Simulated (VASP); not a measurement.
An input for Quantum ESPRESSO's pw.x (written as the equivalent of a VASP run, and not itself run):

```
&CONTROL
  calculation = 'scf'
  pseudo_dir = './pseudo'
  outdir = './out'
  tprnfor = .true.
  tstress = .true.
/
&SYSTEM
  ibrav = 0
  nat = 2
  ntyp = 2
  ecutwfc = 102
  occupations = 'smearing'
  smearing = 'gaussian'
  degauss = 0.003675
  input_dft = 'pbe'
/
&ELECTRONS
  conv_thr = 7.3e-08
  electron_maxstep = 100
/
ATOMIC_SPECIES
  Cd 112.414 Cd.upf
  S 32.060 S.upf
CELL_PARAMETERS angstrom
     0.0000000    2.9682000    2.9682000
     2.9682000    0.0000000    2.9682000
     2.9682000    2.9682000    0.0000000
ATOMIC_POSITIONS crystal
  Cd   0.0000000  0.0000000  0.0000000
  S    0.2500000  0.2500000  0.2500000
K_POINTS automatic
  6 6 6 0 0 0
```

Question: Translate this input to VASP (INCAR, KPOINTS, POSCAR, choice of POTCAR).

Answer: Several could match; the one computed here: 
**INCAR**
```
# general
SYSTEM  = CdS
PREC    = Accurate
ENCUT   = 400   # plane-wave cut-off (eV)
LREAL   = .FALSE.
LASPH   = .TRUE.   # aspherical one-centre terms

# electronic loop
EDIFF   = 1E-6
NELM    = 100
ALGO    = Normal   # blocked Davidson
LMAXMIX = 4   # l cut-off of mixed one-centre charges

# smearing
ISMEAR  = 0
SIGMA   = 0.05   # width (eV)

# functional
GGA     = PE   # PBE

# ions
ISIF    = 2   # forces and stress, cell fixed

# output
LWAVE   = .FALSE.
LCHARG  = .FALSE.
```

POSCAR:
```
CdS
5.93640
  0.0000000000   0.5000000000   0.5000000000
  0.5000000000   0.0000000000   0.5000000000
  0.5000000000   0.5000000000   0.0000000000
Cd S
1 1
Cartesian
  0.0000000000   0.0000000000   0.0000000000
  0.2500000000   0.2500000000   0.2500000000
```

### KPOINTS
```
Automatic
0
G
  6 6 6
```

POTCAR, in this order: Cd S (PBE.64 set). Program: vasp_std.

The two are equivalent in intent, not identical: the potentials are each code's own (VASP's PAW set, PseudoDojo norm-conserving files in pw.x), so ENCUT and ecutwfc are chosen apart and not converted; conv_thr bounds pw.x's estimated SCF error, while EDIFF bounds the energy change between steps.

The compound is CdS in the zinc blende structure, a metastable form; wurtzite is the usual one. The cell was not relaxed at this level.
